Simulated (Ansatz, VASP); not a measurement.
# Al2O3 (amorphous Al2O3) in two plane-wave programs

One calculation is typed for both programs; each brings its own data sets. How far apart do they land? Of the first pair: The structure shown is the start of the Ansatz relaxation below; VASP solves that cell, so the two are compared at the walk's first step.

Method: plane waves, with VASP 6.6.1 beside it; r2SCAN, in Ansatz 0.2.0.

**1. Set-up**

The cell holds 155 atoms: 62 Al and 93 O. Its edges and angles: a = 11.819 Å, b = 11.819 Å, c = 11.819 Å, α = 90.0°, β = 90.0°, γ = 90.0°. As first built, before any earlier steps moved the atoms or strained the cell (in the runner's words): 155 atoms (62 Al, 93 O) placed at random at 3.18 g/cm^3, melted at 5000 K for 10 ps at fixed volume with the Morse and Coulomb pair potential with partial charges (Pedone, Malavasi, Menziani, Cormack and Segre, J. Phys. Chem. B 110, 11780 (2006)). Quenched from 5000 K to 300 K at 20 K/ps and fixed volume, held 5 ps, then minimised at fixed cell.

**2. Ansatz: relaxation, r2SCAN**

Ansatz runs on its default PAW (the set named soft_2) files.

The two programs are compared at the cell with which this relaxation starts, whose forces are those of its first step.

The input, input.yaml:

```yaml
crystal:
  lattice:
    - [11.8191, 0.0, 0.0]
    - [0.0, 11.8191, 0.0]
    - [0.0, 0.0, 11.8191]
  atoms:
    - { symbol: Al, position: [0.67918, 0.3171, 0.46743] }
    - { symbol: Al, position: [0.21072, 0.25671, 0.51575] }
    - { symbol: Al, position: [0.1514, 0.38633, 0.18757] }
    - { symbol: Al, position: [0.03983, 0.69726, 0.44355] }
    - { symbol: Al, position: [0.44248, 0.62267, 0.18717] }
    - { symbol: Al, position: [0.35379, 0.89026, 0.14011] }
    - { symbol: Al, position: [0.18476, 0.18434, 0.76044] }
    - { symbol: Al, position: [0.93682, 0.5434, 0.25112] }
    - { symbol: Al, position: [0.61459, 0.41372, 0.26538] }
    - { symbol: Al, position: [0.82416, 0.76606, 0.84] }
    - { symbol: Al, position: [0.82856, 0.81078, 0.09937] }
    - { symbol: Al, position: [0.90528, 0.32526, 0.57652] }
    - { symbol: Al, position: [0.98404, 0.21573, 0.0678] }
    - { symbol: Al, position: [0.36061, 0.37804, 0.36848] }
    - { symbol: Al, position: [0.43793, 0.58401, 0.69771] }
    - { symbol: Al, position: [0.78982, 0.35789, 0.04527] }
    - { symbol: Al, position: [0.01936, 0.31783, 0.36614] }
    - { symbol: Al, position: [0.92559, 0.08274, 0.69254] }
    - { symbol: Al, position: [0.91608, 0.57952, 0.96454] }
    - { symbol: Al, position: [0.4604, 0.16045, 0.4854] }
    - { symbol: Al, position: [0.69049, 0.67095, 0.63275] }
    - { symbol: Al, position: [0.53892, 0.58129, 0.4472] }
    - { symbol: Al, position: [0.78655, 0.20251, 0.25954] }
    - { symbol: Al, position: [0.53275, 0.43301, 0.01338] }
    - { symbol: Al, position: [0.06448, 0.82002, 0.69427] }
    - { symbol: Al, position: [0.87082, 0.11225, 0.4558] }
    - { symbol: Al, position: [0.12005, 0.48437, 0.55553] }
    - { symbol: Al, position: [0.57462, 0.8263, 0.06556] }
    - { symbol: Al, position: [0.329, 0.78865, 0.58811] }
    - { symbol: Al, position: [0.70769, 0.06723, 0.61584] }
[... 119 atom lines left out ...]
    - { symbol: O, position: [0.01849, 0.0784, 0.02008] }
    - { symbol: O, position: [0.35912, 0.89419, 0.28817] }
    - { symbol: O, position: [0.81674, 0.58986, 0.60321] }
    - { symbol: O, position: [0.55952, 0.16995, 0.12959] }
    - { symbol: O, position: [0.77526, 0.71339, 0.20763] }
    - { symbol: O, position: [0.94513, 0.88384, 0.1671] }
kpoints:
  mp_grid: { grid: [1, 1, 1] }
hamiltonian:
  xc: r2scan
scf:
  occupations: { method: fixed }
output:
  forces: true
relax:
  f_tol: 0.05
  max_steps: 150
  cell: {}
```

On the command line:

```bash
ansatz run input.yaml --threads 4 --pin off --max-ram 8192MiB --backend cpu --events-out ev --progress --plain --runs-dir out
```

Numbers of over 12 decimals in the logs are rounded to 6 here.

The program printed:

```text
Engine: ansatz 0.2.0, x86_64-unknown-linux-gnu
Pseudopotentials: kind: paw
Pseudopotential: Al, paw, valence charge 3, recommended cutoff 500 eV (meta_gga), Al.paw.azcp
Pseudopotential: O, paw, valence charge 6, recommended cutoff 500 eV (meta_gga), O.paw.azcp
Functional definition: r2SCAN
  parameter k0 = 0.174
  parameter k1 = 0.065
  parameter a1 = 4.9479
  exchange = r2scan_x(k0 = k0, k1 = k1, a1 = a1)
  correlation = r2scan_c
Crystal: 155 atoms, lattice volume = 1651.023 Å³
Basis set: ecut = 500 eV, 41923 PW (Γ), exchange–correlation on 360×360×360 points (64 copies of the dense FFT grid, shifted against one another)
Bands: 527, of which v1, the nominal top of the filled ones, is band 372 counted from 1 (371 counted from 0)
Symmetry: 1 space group operations
Space group: P1 (ITA 1), of the structure as read, at distance tolerance 1.2e-4 Å
k-points: 1
Non-local potential: Al, projectors of the file, l = 0: 2, l = 1: 2, l = 2: 1
Non-local potential: O, projectors of the file, l = 0: 2, l = 1: 2, l = 2: 1
PAW form: soft (Blöchl's): semilocal exchange-correlation on the pseudo side does not see the compensation charge
PAW frozen core: Al, regenerated for the run's functional (the file was generated under x = pbe(κ = 0.804, μ = 0.219515), c = pbe(β = 0.066725))
PAW frozen core: O, regenerated for the run's functional (the file was generated under x = pbe(κ = 0.804, μ = 0.219515), c = pbe(β = 0.066725))
PAW one-centre angular grid: Al, 302 points (default); XC on 160 Gauss nodes
PAW one-centre angular grid: O, 302 points (default); XC on 160 Gauss nodes
Initial density: superposition of atomic densities (neutral atoms: chi_scale 0, normalization atom), corrected by the library's trained network
Initial wavefunctions: pseudopotential atomic-orbital guess
Functional: x = r2scan, c = r2scan; τ floored in thin density (d = 2e-4 eV/Å³)
SCF iter   1: F=—  HF=-86622.542009 eV  |F-HF|=—  |Δ(HF+E_count)|=         —  Δρ=7.95e-3  dr2=1.16e0  dr2_τ=9.94e0  ethr=1.77e-3  ⟨swp⟩=5.0  Hψ=1695  notcnv=0  defer=150
preconditioner: auto → Resta (q_TF=auto, 2.389 Å⁻¹)  ε∞=3.1  [insulator: Δε(μ)=4.386 eV  Ē_g=17.254 eV  n_scr=388 (ndim 8)  ℏωp=24.9 eV  f_vac=0.026  ε∞_Penn≈3.1]
SCF iter   2: F=—  HF=-86627.991806 eV  |F-HF|=—  |Δ(HF+E_count)|=    5.45e0  Δρ=4.92e-3  dr2=2.68e-1  dr2_τ=2.82e-2  ethr=1.55e-4  ⟨swp⟩=3.0  Hψ=916  notcnv=0  defer=153
SCF iter   3: F=—  HF=-86627.952472 eV  |F-HF|=—  |Δ(HF+E_count)|=   3.93e-2  Δρ=1.29e-3  dr2=2.36e-2  dr2_τ=3.66e-3  ethr=3.60e-5  ⟨swp⟩=3.0  Hψ=752  notcnv=0  defer=114
automatic band count: iteration 3 solves 488 bands in place of 527: the levels show a gap, and the empty bands left out lie too high to hold charge; the band table lists the bands solved (type scf.n_extra_bands for more)
SCF iter   4: F=—  HF=-86627.948647 eV  |F-HF|=—  |Δ(HF+E_count)|=   3.82e-3  Δρ=5.67e-4  dr2=3.70e-3  dr2_τ=7.97e-4  ethr=3.17e-6  ⟨swp⟩=2.0  Hψ=683  notcnv=0  defer=114
SCF iter   5: F=—  HF=-86627.947952 eV  |F-HF|=—  |Δ(HF+E_count)|=   6.95e-4  Δρ=1.43e-4  dr2=2.84e-4  dr2_τ=2.88e-5  ethr=4.98e-7  ⟨swp⟩=2.0  Hψ=750  notcnv=0  defer=114
SCF iter   6: F=—  HF=-86627.948013 eV  |F-HF|=—  |Δ(HF+E_count)|=   6.10e-5  Δρ=4.76e-5  dr2=2.91e-5  dr2_τ=4.07e-6  ethr=3.81e-8  ⟨swp⟩=2.0  Hψ=750  notcnv=0  defer=109
SCF iter   7: F=—  HF=-86627.948501 eV  |F-HF|=—  |Δ(HF+E_count)|=   4.88e-4  Δρ=1.45e-5  dr2=2.95e-6  dr2_τ=4.12e-7  ethr=3.92e-9  ⟨swp⟩=2.0  Hψ=859  notcnv=0  defer=109
SCF iter   8: F=—  HF=-86627.948502 eV  |F-HF|=—  |Δ(HF+E_count)|=   6.87e-7  Δρ=4.15e-6  dr2=3.21e-7  dr2_τ=2.55e-8  ethr=3.97e-10  ⟨swp⟩=2.0  Hψ=750  notcnv=0  defer=109
SCF iter   9: F=-86627.948502 eV  HF=-86627.948502 eV  |F-HF|=2.55e-8  |Δ(HF+E_count)|=   8.37e-8  Δρ=2.16e-6  dr2=6.12e-8  dr2_τ=8.61e-9  ethr=1.34e-11  ⟨swp⟩=4.0  Hψ=1462  notcnv=0
SCF 1 converged in 9 iterations: F = -86627.948502 eV  dr2 = 6.12e-8
  greatest PAW one-centre occupation: 0.871 electrons in one spin orbital (limit 2), on the O atom at site 131 (counted from 0), in its partial waves of l = 0
relax step   1: F+E_penalty+E_count = -86627.94850173 eV  Δ(F+E_penalty+E_count) = +0.000e0 eV  max|allowed force component| = 1.518e0 eV/Å  Δτ_max = 0.0000 Å  P = +1.308 GPa  Ω = 1651.023 Å³  (9 SCF iters, dr2 threshold 1.00e-7 eV, accepted)
Crystal: 155 atoms, lattice volume = 1648.946 Å³
Basis set: ecut = 500 eV, 41907 PW (Γ), exchange–correlation on 360×360×360 points (64 copies of the dense FFT grid, shifted against one another)
Initial density: handed on by an earlier stage of this run
Initial wavefunctions: those handed on with the density
iter 1 solved again at ethr=4.91e-5 eV; its pass at ethr=3.10e-3 eV (dr2=3.65e-1 eV) is discarded
SCF iter   1: F=—  HF=-86629.563426 eV  |F-HF|=—  |Δ(HF+E_count)|=         —  Δρ=4.36e-3  dr2=3.68e-1  dr2_τ=3.57e0  ethr=4.91e-5  ⟨swp⟩=2.0  Hψ=1444  notcnv=0  defer=114
[...]
- { symbol: Al, position: [0.850499, 0.854310, 0.540580] }
    - { symbol: Al, position: [0.696654, 0.190114, 0.843588] }
    - { symbol: Al, position: [0.138598, 0.592062, 0.796486] }
    - { symbol: Al, position: [0.488132, 0.207541, 0.238229] }
    - { symbol: Al, position: [0.168229, 0.672912, 0.151722] }
    - { symbol: Al, position: [0.714842, 0.764829, 0.334689] }
    - { symbol: Al, position: [0.097071, 0.076103, 0.367874] }
    - { symbol: Al, position: [0.298228, 0.621868, 0.393551] }
    - { symbol: Al, position: [0.283659, 0.527019, 0.988324] }
    - { symbol: Al, position: [0.222983, 0.128635, 0.159385] }
    - { symbol: Al, position: [0.457948, 0.824529, 0.369445] }
    - { symbol: Al, position: [0.192736, 0.785563, 0.924608] }
    - { symbol: Al, position: [0.618505, 0.014244, 0.369061] }
    - { symbol: Al, position: [0.503551, 0.949281, 0.615009] }
    - { symbol: O, position: [0.627172, 0.458586, 0.428268] }
    - { symbol: O, position: [0.338606, 0.254429, 0.454839] }
    - { symbol: O, position: [0.607716, 0.997383, 0.719970] }
    - { symbol: O, position: [0.841276, 0.999849, 0.575951] }
    - { symbol: O, position: [0.228215, 0.396715, 0.316270] }
    - { symbol: O, position: [0.896471, 0.213163, 0.341115] }
    - { symbol: O, position: [0.743400, 0.187049, 0.526539] }
    - { symbol: O, position: [0.229291, 0.392269, 0.598628] }
    - { symbol: O, position: [0.724299, 0.811334, 0.595821] }
    - { symbol: O, position: [0.457540, 0.679683, 0.354815] }
    - { symbol: O, position: [0.269332, 0.764442, 0.439535] }
    - { symbol: O, position: [0.968058, 0.012161, 0.394356] }
    - { symbol: O, position: [0.682234, 0.656035, 0.426480] }
    - { symbol: O, position: [0.749001, 0.313650, 0.904946] }
    - { symbol: O, position: [0.185095, 0.151323, 0.615707] }
    - { symbol: O, position: [0.637602, 0.670954, 0.030447] }
    - { symbol: O, position: [0.787479, 0.128679, 0.742128] }
    - { symbol: O, position: [0.011476, 0.959777, 0.741072] }
    - { symbol: O, position: [0.139202, 0.328054, 0.792136] }
    - { symbol: O, position: [0.842828, 0.508754, 0.068798] }
    - { symbol: O, position: [0.574326, 0.560907, 0.221953] }
    - { symbol: O, position: [0.265264, 0.512555, 0.833909] }
    - { symbol: O, position: [0.700579, 0.695946, 0.784312] }
    - { symbol: O, position: [0.286253, 0.623450, 0.237856] }
[...]
- { symbol: O, position: [0.993192, 0.788570, 0.554033] }
    - { symbol: O, position: [0.938030, 0.730812, 0.748532] }
    - { symbol: O, position: [0.020133, 0.071927, 0.020910] }
    - { symbol: O, position: [0.356100, 0.900633, 0.288980] }
    - { symbol: O, position: [0.810290, 0.586018, 0.595949] }
    - { symbol: O, position: [0.604739, 0.157271, 0.154449] }
    - { symbol: O, position: [0.775260, 0.711996, 0.204287] }
    - { symbol: O, position: [0.946138, 0.888334, 0.160792] }
```

**3. VASP: single point, r2SCAN, start cell, pair 1**

The same cell, functional and mesh now go to VASP, with its own data sets.

Lines of VASP's logs that name or quote its potential files are left out, and so is its time.

The input, INCAR:

```
SYSTEM = Al2O3
PREC = Accurate
ENCUT = 580
EDIFF = 1E-06
NELM = 120
ISMEAR = 0
SIGMA = 0.01
LREAL = Auto
ALGO = Normal
METAGGA = R2SCAN
LASPH = .TRUE.
NBANDS = 480
LORBIT = 11
LWAVE = .FALSE.
LCHARG = .FALSE.
ISIF = 2
GGA_COMPAT = .FALSE.
EFERMI = MIDGAP
LMIXTAU = .TRUE.
```

The input, POSCAR:

```
Al2O3
1.0
   11.8191000000      0.0000000000      0.0000000000
    0.0000000000     11.8191000000      0.0000000000
    0.0000000000      0.0000000000     11.8191000000
Al O
62 93
Direct
    0.6791803098      0.3170969025      0.4674298381
    0.2107182442      0.2567115939      0.5157499302
    0.1513990067      0.3863322926      0.1875692735
    0.0398338283      0.6972612128      0.4435532316
    0.4424786997      0.6226700849      0.1871716121
    0.3537917439      0.8902623719      0.1401121913
    0.1847602609      0.1843372169      0.7604386121
    0.9368226007      0.5434000897      0.2511189515
    0.6145899434      0.4137201648      0.2653839971
    0.8241575078      0.7660566371      0.8399962772
    0.8285571659      0.8107808547      0.0993730487
    0.9052804359      0.3252616527      0.5765159784
    0.9840427782      0.2157270858      0.0677970404
    0.3606112141      0.3780406292      0.3684798335
    0.4379267457      0.5840123190      0.6977096395
    0.7898232522      0.3578868103      0.0452741749
    0.0193584960      0.3178329991      0.3661361694
    0.9255865506      0.0827389564      0.6925400411
    0.9160765202      0.5795195912      0.9645404472
    0.4603988459      0.1604521495      0.4854007496
    0.6904925079      0.6709478725      0.6327469943
    0.5389158227      0.5812879153      0.4471998714
    0.7865488912      0.2025111895      0.2595375282
    0.5327478404      0.4330109738      0.0133766530
    0.0644803750      0.8200201369      0.6942660609
    0.8708192671      0.1122505098      0.4557961266
    0.1200514422      0.4843685221      0.5555329932
    0.5746207410      0.8262981107      0.0655633678
    0.3290013622      0.7886471897      0.5881073855
    0.7076934792      0.0672301613      0.6158421538
[... 119 atom lines left out ...]
    0.0184870252      0.0783985244      0.0200776709
    0.3591220990      0.8941882208      0.2881691499
    0.8167373150      0.5898587879      0.6032100583
    0.5595180682      0.1699537190      0.1295868552
    0.7752620758      0.7133876522      0.2076300226
    0.9451311860      0.8838405632      0.1671024020
```

The input, KPOINTS:

```
Automatic mesh
0
Gamma
1 1 1
0 0 0
```

The projector-augmented-wave data sets are Al and O (PBE family, release 64).

On the command line:

```bash
export OMP_NUM_THREADS=3
mpirun -np 1 vasp_gam
```

The program printed:

```text
[banner, memory and clock lines left out]
running    1 mpi-ranks, on    1 nodes
[...]
Offloading initialized ...    1 GPUs detected
[...]
|                                                                             |
|               ----> ADVICE to this user running VASP <----                  |
|                                                                             |
|     You enforced a specific xc type in the INCAR file but a different       |
|     [... a line on the potential file left out ...]
|     I HOPE YOU KNOW WHAT YOU ARE DOING!                                     |
|                                                                             |

 LDA part: xc-table for (None), standard interpolation
 POSCAR, INCAR and KPOINTS ok, starting setup
[...]
entering main loop
       N       E                     dE             d eps       ncg     rms          rms(c)
DAV:   1     0.647746834204E+04    0.64775E+04   -0.47949E+05   960   0.172E+03
DAV:   2    -0.122318886806E+04   -0.77007E+04   -0.74370E+04  1184   0.391E+02
DAV:   3    -0.183399471878E+04   -0.61081E+03   -0.60653E+03  1136   0.114E+02
DAV:   4    -0.184502892879E+04   -0.11034E+02   -0.10991E+02  1136   0.169E+01
[...]
DAV:  17    -0.146501294689E+04    0.79162E-05   -0.10364E-04  1168   0.264E-02    0.145E-02
DAV:  18    -0.146501294603E+04    0.86283E-06   -0.31612E-05  1080   0.101E-02    0.978E-03
DAV:  19    -0.146501294531E+04    0.71638E-06   -0.24015E-06   784   0.305E-03
   1 F= -.14650129E+04 E0= -.14650129E+04  d E =0.000000E+00
```

From OUTCAR (step 3):

```text
  FREE ENERGIE OF THE ION-ELECTRON SYSTEM (eV)
  ---------------------------------------------------
  free  energy   TOTEN  =     -1465.0129453140 eV

  energy  without entropy=    -1465.0129453140  energy(sigma->0) =    -1465.01294531
```

The run ends at a pressure of 1.00 GPa, with forces up to 1.8 eV/Å.

(Part 1 of 2 ends here.)

[Lines on the potential files, build, host, timing and source positions are cut from VASP's logs without a mark.]

[Logs are printed without paths, hosts, clocks, repeated set-up lines and the standing remarks that a program may print on its own settings, such as how far it seeks lower states.]

[Hosts, paths, dates, database ids (printed as entryN), source tags and the programs' standing remarks are cut or masked in the printed files.]
